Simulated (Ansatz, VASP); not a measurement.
# AlPt3C in two plane-wave programs

Aim: how closely do two programs agree when they are given the same cell, functional and k mesh? The cell is taken from a series of runs on this material, whose earlier steps may have relaxed, scaled, displaced or heated it; both programs get it as it stands.

Program: Ansatz 0.2.0. Level of theory: plane waves, with VASP 6.6.1 beside it; relaxation of cell and atoms at PBEsol. Results are calculated unless marked as measured.

### 1. Starting point

Symmetry: Pm-3m, No. 221, cubic system. The conventional cell has a = 4.133 Å, b = 4.133 Å, c = 4.133 Å, α = 90.00°, β = 90.00°, γ = 90.00°. Nearest to Al lie 12 Pt at 2.92 Å. Pt has 2 C at 2.07 Å and 4 Al at 2.92 Å and 8 Pt at 2.92 Å nearest. Nearest to C lie 6 Pt at 2.07 Å. Farther neighbours are not listed.

Structure file:

```xyz
5
Lattice="4.1331 0.0000 0.0000 0.0000 4.1331 0.0000 0.0000 0.0000 4.1331" Properties=species:S:1:pos:R:3 pbc="T T T"
Al    0.0000    0.0000    0.0000
Pt    0.0000    2.0665    2.0665
Pt    2.0665    0.0000    2.0665
Pt    2.0665    2.0665    0.0000
C     2.0665    2.0665    2.0665
```

### 2. VASP: relaxation of cell and atoms, PBEsol, pair 1

The relaxed volume is the usual yardstick between codes: in a stiff, nearly cubic crystal its relative difference is about their pressure difference at one cell divided by the bulk modulus.

Lines of VASP's logs that name or quote its potential files are left out, and so is its time.

INCAR reads:

```
SYSTEM = AlPt3C
PREC = Accurate
ENCUT = 600
EDIFF = 1E-07
NELM = 120
ISMEAR = 1
SIGMA = 0.2
LREAL = .FALSE.
ALGO = Normal
GGA = PS
NBANDS = 24
LASPH = .TRUE.
LORBIT = 11
LWAVE = .FALSE.
LCHARG = .FALSE.
ISIF = 3
IBRION = 2
NSW = 80
EDIFFG = -0.005
GGA_COMPAT = .FALSE.
NELMIN = 4
KPAR = 2
```

POSCAR reads:

```
AlPt3C
1.0
    4.1330720000      0.0000000000      0.0000000000
    0.0000000000      4.1330720000      0.0000000000
    0.0000000000      0.0000000000      4.1330720000
Al Pt C
1 3 1
Direct
    0.0000000000      0.0000000000      0.0000000000
    0.0000000000      0.5000000000      0.5000000000
    0.5000000000      0.0000000000      0.5000000000
    0.5000000000      0.5000000000      0.0000000000
    0.5000000000      0.5000000000      0.5000000000
```

KPOINTS reads:

```
Automatic mesh
0
Gamma
8 8 8
0 0 0
```

Potentials, in the order of the species: Al, Pt and C (PBE family, release 64).

Run with:

```sh
$ mpirun -np 2 vasp_std
```

Numbers of over 12 decimals in the logs are rounded to 6 here.

What it wrote:

```text
[banner, memory and clock lines left out]
running    2 mpi-ranks, on    1 nodes
 distrk:  each k-point on    1 cores,    2 groups
 distr:  one band on    1 cores,    1 groups

 POSCAR found type information on POSCAR AlPtC
 POSCAR found :  3 types and       5 ions
|                                                                             |
|               ----> ADVICE to this user running VASP <----                  |
|                                                                             |
|     You enforced a specific xc type in the INCAR file but a different       |
|     [... a line on the potential file left out ...]
|     I HOPE YOU KNOW WHAT YOU ARE DOING!                                     |
|                                                                             |

 LDA part: xc-table for (Slater+PW92), standard interpolation
 POSCAR, INCAR and KPOINTS ok, starting setup
 FFT: planning ... GRIDC
 FFT: planning ... GRID_SOFT
 FFT: planning ... GRID
 WAVECAR not read
 entering main loop
       N       E                     dE             d eps       ncg     rms          rms(c)
DAV:   1     0.218058341228E+03    0.21806E+03   -0.19203E+04  1688   0.158E+03
DAV:   2    -0.261946404552E+02   -0.24425E+03   -0.23439E+03  1976   0.311E+02
DAV:   3    -0.359553738880E+02   -0.97607E+01   -0.95666E+01  2104   0.595E+01
DAV:   4    -0.360849430875E+02   -0.12957E+00   -0.12946E+00  1832   0.767E+00
DAV:   5    -0.360869937545E+02   -0.20507E-02   -0.20500E-02  2104   0.918E-01    0.313E+01
DAV:   6    -0.339552115881E+02    0.21318E+01   -0.12094E+01  1960   0.222E+01    0.141E+01
DAV:   7    -0.337450232166E+02    0.21019E+00   -0.10418E+00  1904   0.665E+00    0.890E+00
DAV:   8    -0.336963994014E+02    0.48624E-01   -0.13874E-01  1976   0.223E+00    0.498E-01
DAV:   9    -0.336906322217E+02    0.57672E-02   -0.23328E-02  2000   0.862E-01    0.228E-01
DAV:  10    -0.336905645693E+02    0.67652E-04   -0.21898E-03  1952   0.296E-01    0.691E-02
DAV:  11    -0.336905088988E+02    0.55671E-04   -0.17836E-04  2040   0.885E-02    0.148E-02
DAV:  12    -0.336905097646E+02   -0.86588E-06   -0.16427E-05  1888   0.246E-02    0.996E-03
DAV:  13    -0.336905094896E+02    0.27507E-06   -0.29550E-06  1904   0.862E-03    0.496E-03
DAV:  14    -0.336905094381E+02    0.51425E-07   -0.28412E-07  1512   0.358E-03
   1 F= -.33690509E+02 E0= -.33688679E+02  d E =-.336905E+02
 curvature:   0.00 expect dE= 0.000E+00 dE for cont linesearch  0.000E+00
 trial: gam= 0.00000 g(F)=  0.000E+00 g(S)=  0.138E-03 ort = 0.000E+00 (trialstep = 0.100E+01)
 search vector abs. value=  0.138E-03
 bond charge predicted
       N       E                     dE             d eps       ncg     rms          rms(c)
DAV:   1    -0.336917831852E+02   -0.12737E-02   -0.25258E-02  1808   0.127E+00    0.267E-01
DAV:   2    -0.336904930095E+02    0.12902E-02   -0.49770E-03  1784   0.528E-01    0.973E-02
DAV:   3    -0.336904561558E+02    0.36854E-04   -0.11245E-04  1920   0.644E-02    0.620E-02
DAV:   4    -0.336904432593E+02    0.12896E-04   -0.39006E-05  1888   0.314E-02    0.135E-02
DAV:   5    -0.336904430682E+02    0.19114E-06   -0.11989E-06  2088   0.675E-03    0.525E-03
DAV:   6    -0.336904427456E+02    0.32256E-06   -0.27094E-07  1472   0.354E-03    0.345E-04
DAV:   7    -0.336904427474E+02   -0.17776E-08   -0.14623E-08   912   0.815E-04
   2 F= -.33690443E+02 E0= -.33688638E+02  d E =0.666907E-04
 trial-energy change:    0.000067  1 .order    0.000064   -0.000138    0.000266
 step:   0.3329(harm=  0.3417)  dis= 0.00000  next Energy=   -33.690532 (dE=-0.229E-04)
 bond charge predicted
       N       E                     dE             d eps       ncg     rms          rms(c)
DAV:   1    -0.336911241405E+02   -0.68139E-03   -0.11236E-02  1816   0.847E-01    0.179E-01
DAV:   2    -0.336905483408E+02    0.57580E-03   -0.22305E-03  1784   0.353E-01    0.639E-02
DAV:   3    -0.336905341867E+02    0.14154E-04   -0.50252E-05  1904   0.433E-02    0.409E-02
DAV:   4    -0.336905312905E+02    0.28962E-05   -0.17244E-05  1888   0.209E-02    0.901E-03
DAV:   5    -0.336905319256E+02   -0.63515E-06   -0.54037E-07  2016   0.453E-03    0.351E-03
DAV:   6    -0.336905322690E+02   -0.34334E-06   -0.11654E-07   944   0.235E-03    0.247E-04
DAV:   7    -0.336905322640E+02    0.49945E-08   -0.11400E-08   880   0.747E-04
   3 F= -.33690532E+02 E0= -.33688711E+02  d E =-.228258E-04
 curvature:  -0.17 expect dE=-0.363E-07 dE for cont linesearch -0.363E-07
 trial: gam=-0.03769 g(F)=  0.136E-64 g(S)=  0.213E-06 ort = 0.542E-05 (trialstep = 0.867E+00)
 search vector abs. value=  0.427E-09
 reached required accuracy - stopping structural energy minimisation
```

Parts of OUTCAR (step 2):

```text
ion  position               nearest neighbor table
   1  0.000  0.000  0.000-   2 2.92   3 2.92   4 2.92   2 2.92   3 2.92   2 2.92   4 2.92   2 2.92
                             3 2.92   4 2.92   3 2.92   4 2.92
   2  0.000  0.500  0.500-   5 2.07   5 2.07   4 2.92   1 2.92   1 2.92   4 2.92   1 2.92   3 2.92
                             1 2.92   3 2.92   4 2.92   3 2.92   4 2.92   3 2.92
   3  0.500  0.000  0.500-   5 2.07   5 2.07   4 2.92   1 2.92   1 2.92   4 2.92   2 2.92   4 2.92
                             2 2.92   4 2.92   1 2.92   2 2.92   1 2.92   2 2.92
   4  0.500  0.500  0.000-   5 2.07   5 2.07   3 2.92   1 2.92   2 2.92   3 2.92   2 2.92   1 2.92
                             3 2.92   3 2.92   1 2.92   2 2.92   2 2.92   1 2.92
   5  0.500  0.500  0.500-   2 2.07   3 2.07   4 2.07   4 2.07   3 2.07   2 2.07

  LATTYP: Found a simple cubic cell.
 ALAT       =     4.1330720000

 Subroutine GETGRP returns: Found 48 space group operations
 (whereof 48 operations were pure point group operations)

The static configuration has the point symmetry O_h .

 Found     35 irreducible k-points:

   k-points           NKPTS =     35   k-points in BZ     NKDIM =     35   number of bands    NBANDS=     24

   dimension x,y,z NGX =    36 NGY =   36 NGZ =   36
   dimension x,y,z NGXF=    72 NGYF=   72 NGZF=   72

   ENCUT  =  600.0 eV  44.10 Ry    6.64 a.u.   8.25  8.25  8.25*2*pi/ulx,y,z

   NELECT =      37.0000    total number of electrons

 k-points in reciprocal lattice and weights: Automatic mesh
   0.00000000  0.00000000  0.00000000       0.002
   0.12500000  0.00000000  0.00000000       0.012
   0.25000000  0.00000000  0.00000000       0.012
   0.37500000  0.00000000  0.00000000       0.012
   0.50000000  0.00000000  0.00000000       0.006
   0.12500000  0.12500000  0.00000000       0.023
   0.25000000  0.12500000  0.00000000       0.047
   0.37500000  0.12500000  0.00000000       0.047
   0.50000000  0.12500000  0.00000000       0.023
[...]
0.50000000  0.50000000  0.37500000       0.012
   0.50000000  0.50000000  0.50000000       0.002

 average (electrostatic) potential at core
       1 -71.3876       2 -64.1006       3 -64.1006       4 -64.1006       5 -46.5121

 E-fermi :  10.2423

 k-point     1 :       0.0000    0.0000    0.0000
  band No.  band energies     occupation
    ...
     15       7.3496      2.00000
     16       9.3184      2.00000
     17       9.3263      2.00000
     18       9.3263      2.00000
     19       9.3263      2.00000
     20      11.3818     -0.00000
     21      11.3818     -0.00000
     22      11.3818     -0.00000
     23      12.9386     -0.00000
     24      14.3138      0.00000

 k-point     2 :       0.1250    0.0000    0.0000
  band No.  band energies     occupation
    ...
     15       7.6216      2.00000
     16       9.1789      2.00000
     17       9.3266      2.00000
     18       9.4163      2.00000
     19       9.4163      2.00000
     20      11.1614     -0.00000
     21      11.6397     -0.00000
     22      11.6397     -0.00000
     23      13.2731     -0.00000
     24      14.3073      0.00000

 k-point     3 :       0.2500    0.0000    0.0000
  band No.  band energies     occupation
    ...
     15       7.3641      2.00000
     16       8.7770      2.00000
     17       9.3274      2.00000
     18       9.6391      2.00017
     19       9.6391      2.00017
     20      11.2607     -0.00000
     21      12.3463     -0.00000
     22      12.3463     -0.00000
     23      13.4004     -0.00000
     24      14.2995      0.00000

  Total        0.0027104      0.0027104      0.0027104      0.0000000      0.0000000     -0.0000000
  in kB        0.0614659      0.0614659      0.0614659      0.0000000      0.0000000     -0.0000000
  external PRESSURE =       0.0614659 kB  Pullay stress =       0.0000000 kB

  energy-cutoff  :      600.00
  volume of cell :       70.65
      direct lattice vectors                 reciprocal lattice vectors
     4.133989209  0.000000000  0.000000000     0.241897100 -0.000000000  0.000000000
     0.000000000  4.133989209  0.000000000    -0.000000000  0.241897100  0.000000000
    -0.000000000 -0.000000000  4.133989209    -0.000000000  0.000000000  0.241897100

 POSITION                                       TOTAL-FORCE (eV/Angst)
 -----------------------------------------------------------------------------------
      0.00000      0.00000      0.00000        -0.000000      0.000000      0.000000
      0.00000      2.06699      2.06699         0.000000     -0.000000      0.000000
      2.06699     -0.00000      2.06699        -0.000000     -0.000000      0.000000
      2.06699      2.06699      0.00000        -0.000000      0.000000      0.000000
      2.06699      2.06699      2.06699        -0.000000      0.000000      0.000000
 -----------------------------------------------------------------------------------
    total drift:                                0.000000      0.000000      0.000000

  FREE ENERGIE OF THE ION-ELECTRON SYSTEM (eV)
  ---------------------------------------------------
  free  energy   TOTEN  =       -33.6905322640 eV

  energy  without entropy=      -33.6850694251  energy(sigma->0) =      -33.68871132

 reached required accuracy - stopping structural energy minimisation

 total charge
# of ion       s       p       d       tot
------------------------------------------
    1        0.345   0.281   0.000   0.626
    2        0.602   0.642   8.231   9.475
    3        0.602   0.642   8.231   9.475
    4        0.602   0.642   8.231   9.475
    5        0.840   1.526   0.000   2.366
--------------------------------------------------
tot          2.990   3.732  24.693  31.415

[... 3 further parts left out ...]
```

This run has no spin polarisation. Its electron count is odd, so without a moment it is a metal by construction. The PAW data sets were made with PBE, which is usual practice but a small mismatch for other functionals. The run keeps the 48 symmetry operations of its start, so it cannot find a distortion of lower symmetry.

(Continued in part 2 of 3.)

[Lines on the potential files, build, host, timing and source positions are cut from VASP's logs without a mark.]

[Logs are printed without paths, hosts, clocks, repeated set-up lines and the standing remarks that a program may print on its own settings, such as how far it seeks lower states.]

[Hosts, paths, dates, database ids (printed as entryN), source tags and the programs' standing remarks are cut or masked in the printed files.]
